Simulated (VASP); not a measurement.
An input for Quantum ESPRESSO's pw.x (written as the equivalent of a VASP run, and not itself run):

```
&CONTROL
  calculation = 'scf'
  pseudo_dir = './pseudo'
  outdir = './out'
  tprnfor = .true.
  tstress = .true.
/
&SYSTEM
  ibrav = 0
  nat = 1
  ntyp = 1
  ecutwfc = 92
  occupations = 'tetrahedra'
  input_dft = 'pbe'
/
&ELECTRONS
  conv_thr = 7.3e-09
  electron_maxstep = 100
/
ATOMIC_SPECIES
  Cu 63.546 Cu.upf
CELL_PARAMETERS angstrom
     0.0000000    1.8158493    1.8158493
     1.8158493    0.0000000    1.8158493
     1.8158493    1.8158493   -0.0000000
ATOMIC_POSITIONS crystal
  Cu   0.0000000  1.0000000  0.0000000
K_POINTS automatic
  19 19 19 0 0 0
```

**Question.** Write the VASP files for the same calculation (PBE).

**Answer.** Several could match; the one computed here: 
INCAR:
```
# general
SYSTEM =Cu
PREC   =Accurate
ENCUT  =520
LREAL  =.FALSE.
LASPH  =.TRUE.

# electronic loop
EDIFF  =1E-7
NELM   =100   # most electronic steps
ALGO   =Normal
LMAXMIX=4

# smearing
ISMEAR =-5   # tetrahedra, Bloechl

# functional
GGA    =PE   # PBE

# ions
ISIF   =2

# output
LWAVE  =.FALSE.
LCHARG =.TRUE.
LORBIT =11
NEDOS  =601
```

File POSCAR:
```
Cu
1.0
  0.0000000000   1.8158492781   1.8158492781
  1.8158492781   0.0000000000   1.8158492781
  1.8158492781   1.8158492781   0.0000000000
Cu
1
Direct
  0.0000000000   1.0000000000   0.0000000000
```

KPOINTS:
```
Automatic mesh
0
Gamma
19 19 19
0 0 0
```

POTCAR, in this order: Cu (PBE.64 set). Program: vasp_std.

What does not carry over: the potentials are each code's own (VASP's PAW set, PseudoDojo norm-conserving files in pw.x), so ENCUT and ecutwfc are chosen apart and not converted; conv_thr bounds pw.x's estimated SCF error, while EDIFF bounds the energy change between steps.

The compound is Cu in the fcc structure. It was relaxed first.
